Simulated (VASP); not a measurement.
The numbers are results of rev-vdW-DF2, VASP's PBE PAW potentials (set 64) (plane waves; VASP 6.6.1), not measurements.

VASP input:

### INCAR
```
! general
SYSTEM   = SnSe2
PREC     = Accurate
ENCUT    = 520
LREAL    = .False.
LASPH    = .True.

! electronic loop
EDIFF    = 1E-7
NELM     = 100
ALGO     = Normal
LMAXMIX  = 4

! smearing
ISMEAR   = -5

! functional
GGA      = MK
LUSE_VDW = .True.
AGGAC    = 0.0
PARAM1   = 0.1234568
PARAM2   = 0.7114
ZAB_VDW  = -1.8867

! ions
ISIF     = 2

! output
LWAVE    = .False.
LCHARG   = .True.
LORBIT   = 11
NEDOS    = 601

! other
LEFG     = .True.
```

File POSCAR:
```
SnSe2
1
    1.9321388190    -3.3465628223     0.0000000000
    1.9321388190     3.3465628223    -0.0000000000
    0.0000000000    -0.0000000000     6.1686598976
Sn Se
1 2
Direct
  1.0000000000   1.0000000000   0.0000000000
  0.3333330000   0.6666670000   0.2587652771
  0.6666670000   0.3333330000   0.7412347229
```

**KPOINTS**
```
Automatic mesh
0
G
  7 7 4
```

POTCAR, in this order: Sn_d Se (PBE.64 set). Program: vasp_std.

The run wrote:

### OUTCAR
```
 ion  position               nearest neighbor table
   1  0.000  0.000  0.000-   2 2.74   3 2.74   3 2.74   2 2.74   3 2.74   2 2.74
   2  0.333  0.667  0.259-   1 2.74   1 2.74   1 2.74
   3  0.667  0.333  0.741-   1 2.74   1 2.74   1 2.74
  LATTYP: Found a hexagonal cell.
 ALAT       =     3.8642778290
 C/A-ratio  =     1.5963292938
 Subroutine PRICEL returns:
 Original cell was already a primitive cell.
 Subroutine GETGRP returns: Found 12 space group operations
The static configuration has the point symmetry D_3d.
The dynamic configuration has the point symmetry D_3d.
 Subroutine INISYM returns: Found 12 space group operations
 Subroutine IBZKPT returns following result:
 Found     28 irreducible k-points:

 Following reciprocal coordinates:
            Coordinates               Weight
  0.000000  0.000000  0.000000      1.000000
  0.142857 -0.000000  0.000000      6.000000
  0.285714  0.000000  0.000000      6.000000
  0.428571  0.000000  0.000000      6.000000
  0.142857  0.142857  0.000000      6.000000
  0.285714  0.142857  0.000000     12.000000
  0.428571  0.142857  0.000000      6.000000
  0.285714  0.285714  0.000000      6.000000
  0.000000  0.000000  0.250000      2.000000
  0.142857 -0.000000  0.250000      6.000000
 -0.000000  0.142857  0.250000      6.000000
  0.285714  0.000000  0.250000      6.000000
  0.000000  0.285714  0.250000      6.000000
  0.428571  0.000000  0.250000      6.000000
  0.000000  0.428571  0.250000      6.000000
  0.142857  0.142857  0.250000     12.000000
  0.285714  0.142857  0.250000     12.000000
 -0.142857  0.428571  0.250000     12.000000
  0.428571  0.142857  0.250000     12.000000
  0.285714  0.285714  0.250000     12.000000
  0.000000  0.000000  0.500000      1.000000
  0.142857 -0.000000  0.500000      6.000000
...
```

OSZICAR:
```
       N       E                     dE             d eps       ncg     rms          rms(c)
DAV:   1     0.199957247599E+03    0.19996E+03   -0.12302E+04   960   0.173E+03
DAV:   2     0.155069164775E+02   -0.18445E+03   -0.18121E+03  1002   0.386E+02
DAV:   3    -0.583238129673E+01   -0.21339E+02   -0.21048E+02  1256   0.121E+02
DAV:   4    -0.647929075113E+01   -0.64691E+00   -0.64610E+00  1103   0.222E+01
DAV:   5    -0.649401367227E+01   -0.14723E-01   -0.14721E-01  1450   0.357E+00    0.453E+00
DAV:   6    -0.624359176815E+01    0.25042E+00   -0.67790E-01  1416   0.851E+00    0.293E+00
DAV:   7    -0.623104468610E+01    0.12547E-01   -0.14030E-01  1166   0.246E+00    0.998E-01
DAV:   8    -0.623108983914E+01   -0.45153E-04   -0.10167E-02  1173   0.994E-01    0.266E-01
DAV:   9    -0.623142557380E+01   -0.33573E-03   -0.12523E-03  1107   0.307E-01    0.771E-02
DAV:  10    -0.623141584764E+01    0.97262E-05   -0.11988E-04  1269   0.824E-02    0.302E-02
DAV:  11    -0.623143039329E+01   -0.14546E-04   -0.30132E-05  1059   0.399E-02    0.102E-02
DAV:  12    -0.623142972836E+01    0.66493E-06   -0.18950E-06  1298   0.121E-02    0.555E-03
DAV:  13    -0.623142956825E+01    0.16010E-06   -0.56671E-07  1036   0.514E-03    0.120E-03
DAV:  14    -0.623142963218E+01   -0.63926E-07   -0.29184E-08   634   0.129E-03
   1 F= -.62314296E+01 E0= -.62314296E+01  d E =0.000000E+00
```

### OUTCAR
```
------------------------ aborting loop because EDIFF is reached ----------------------------------------
  FORCE on cell =-STRESS in cart. coord.  units (eV):
  Direction    XX          YY          ZZ          XY          YZ          ZX
  --------------------------------------------------------------------------------------
  Total       -0.0025757     -0.0025757     -0.0025861      0.0000000      0.0000000      0.0000000
  in kB       -0.0517303     -0.0517303     -0.0519399      0.0000000      0.0000000      0.0000000
  external PRESSURE =      -0.0518002 kB  Pullay stress =       0.0000000 kB
  volume of cell :       79.77
      direct lattice vectors                 reciprocal lattice vectors
     1.932138819 -3.346562822  0.000000000     0.258780578 -0.149407026  0.000000000
     1.932138819  3.346562822  0.000000000     0.258780578  0.149407026  0.000000000
     0.000000000  0.000000000  6.168659898     0.000000000  0.000000000  0.162109764
 POSITION                                       TOTAL-FORCE (eV/Angst)
 -----------------------------------------------------------------------------------
      0.00000      0.00000      0.00000        -0.000000     -0.000000     -0.000000
      1.93214      1.11552      1.59623        -0.000000      0.000000      0.054039
      1.93214     -1.11552      4.57242         0.000000     -0.000000     -0.054039
 -----------------------------------------------------------------------------------
    total drift:                               -0.000000      0.000000      0.000000
  FREE ENERGIE OF THE ION-ELECTRON SYSTEM (eV)
  ---------------------------------------------------
  free  energy   TOTEN  =        -6.2314296322 eV

  energy  without entropy=       -6.2314296322  energy(sigma->0) =       -6.23142963

 total charge

# of ion       s       p       d       tot
------------------------------------------
    1        1.073   0.994  10.085  12.152
    2        1.490   2.285   0.026   3.801
    3        1.490   2.285   0.026   3.801
--------------------------------------------------
tot          4.053   5.564  10.137  19.754

 Electric field gradients after diagonalization (V/A^2)
 (convention: |V_zz| > |V_xx| > |V_yy|)
----------------------------------------------------------------------
 ion       V_xx      V_yy      V_zz     asymmetry (V_yy - V_xx)/ V_zz
----------------------------------------------------------------------
   1      -2.651    -2.650     5.301       0.000
   2      30.448    30.447   -60.895       0.000
   3      30.448    30.447   -60.895       0.000
```
(Selected blocks of OUTCAR.)

The compound is SnSe2 in the 1T layered structure. It was relaxed first.
